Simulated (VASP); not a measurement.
Here is the system:

```yaml
crystal:
  lattice:
    - [3.45911, 0.00000, 0.00000]
    - [0.00000, 3.45911, 0.00000]
    - [0.00000, 0.00000, 3.45911]
  atoms:
    - { symbol: Si, position: [0.00000, 0.00000, 0.00000] }
    - { symbol: Ni, position: [0.00000, 0.50000, 0.50000] }
    - { symbol: Ni, position: [0.50000, 0.00000, 0.50000] }
    - { symbol: Ni, position: [0.50000, 0.50000, 0.00000] }
```

Computed with PBEsol GGA, VASP's PBE PAW potentials (set 64) (plane waves; VASP). Numerical set-up: 530 eV cut-off, 8×8×8 Γ-centred mesh, first-order Methfessel-Paxton smearing of 0.10 eV, potentials Si Ni.

Finite-difference elastic constants of metals are sensitive to mesh and smearing; shear constants can be off by tens of GPa.

Give the elastic stiffness tensor with the ions relaxed (GPa, in the frame of the cell).

```json
[
 {"": "xx", "xx": "354", "yy": "183", "zz": "183", "yz": "0.0", "xz": "0.0", "xy": "0.0"},
 {"": "yy", "xx": "183", "yy": "354", "zz": "183", "yz": "0.0", "xz": "0.0", "xy": "0.0"},
 {"": "zz", "xx": "183", "yy": "183", "zz": "354", "yz": "0.0", "xz": "0.0", "xy": "0.0"},
 {"": "yz", "xx": "0.0", "yy": "0.0", "zz": "0.0", "yz": "147", "xz": "0.0", "xy": "0.0"},
 {"": "xz", "xx": "0.0", "yy": "0.0", "zz": "0.0", "yz": "0.0", "xz": "147", "xy": "0.0"},
 {"": "xy", "xx": "0.0", "yy": "0.0", "zz": "0.0", "yz": "0.0", "xz": "0.0", "xy": "147"}
]
```

What does the run give for the Hill bulk modulus, Hill shear modulus, Young's modulus, Poisson's ratio?

* **Hill bulk modulus**: 240 GPa
* **Hill shear modulus**: 118 GPa
* **Young's modulus**: 304 GPa
* **Poisson's ratio**: 0.289

The compound is Ni3Si in the L1_2 structure. It was relaxed first. The run is not spin-polarised, so no magnetic state was tried.
